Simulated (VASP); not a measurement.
An input for Quantum ESPRESSO's pw.x (written as the equivalent of a VASP run, and not itself run):

```
&CONTROL
  calculation = 'scf'
  pseudo_dir = './pseudo'
  outdir = './out'
  tprnfor = .true.
  tstress = .true.
/
&SYSTEM
  ibrav = 0
  nat = 4
  ntyp = 2
  ecutwfc = 84
  occupations = 'tetrahedra'
  input_dft = 'vdw-df-cx'
/
&ELECTRONS
  conv_thr = 7.3e-09
  electron_maxstep = 100
/
ATOMIC_SPECIES
  Ti 47.867 Ti.upf
  Pt 195.084 Pt.upf
CELL_PARAMETERS angstrom
     3.9092736    0.0000000    0.0000000
     0.0000000    3.9092736    0.0000000
    -0.0000000    0.0000000    3.9092736
ATOMIC_POSITIONS crystal
  Ti   0.0000000  0.0000000  0.0000000
  Pt   0.0000000  0.5000000  0.5000000
  Pt   0.5000000  0.0000000  0.5000000
  Pt   0.5000000  0.5000000  0.0000000
K_POINTS automatic
  9 9 9 0 0 0
```

**Question.** Translate this input to VASP (INCAR, KPOINTS, POSCAR, choice of POTCAR).

**Answer.** One answer among several that fit: 
POSCAR:
```
Pt3Ti
3.9092740
  0.9999998931   0.0000000000   0.0000000000
  0.0000000000   0.9999998931   0.0000000000
  0.0000000000   0.0000000000   0.9999998931
Ti Pt
1 3
Direct
  0.0000000000   0.0000000000   0.0000000000
  0.0000000000   0.5000000000   0.5000000000
  0.5000000000   0.0000000000   0.5000000000
  0.5000000000   0.5000000000   0.0000000000
```

**KPOINTS**
```
Automatic mesh
0
Gamma
9 9 9
0 0 0
```

**INCAR**
```
LMAXMIX = 6   ! l cut-off of mixed one-centre charges
LCHARG = .TRUE.
AGGAC = 0.0
ISMEAR = -5   ! tetrahedra, Bloechl
SYSTEM = Pt3Ti
PREC = Accurate
LORBIT = 11   ! lm-projected
ENCUT = 520
ALGO = Normal
EDIFF = 1E-7
LWAVE = .FALSE.
LREAL = .FALSE.   ! projection in real space or not
LUSE_VDW = .TRUE.
LEFG = .TRUE.
NELM = 100
NEDOS = 601   ! DOS grid
ISIF = 2   ! forces and stress, cell fixed
GGA = CX
LASPH = .TRUE.
```

POTCAR, in this order: Ti_sv Pt (PBE.64 set). Program: vasp_std.

Limits of the translation: the potentials are each code's own (VASP's PAW set, PseudoDojo norm-conserving files in pw.x), so ENCUT and ecutwfc are chosen apart and not converted; conv_thr bounds pw.x's estimated SCF error, while EDIFF bounds the energy change between steps; the field gradients of LEFG aren't asked of the other code.

The compound is Pt3Ti in the L1_2 structure. It was relaxed first.
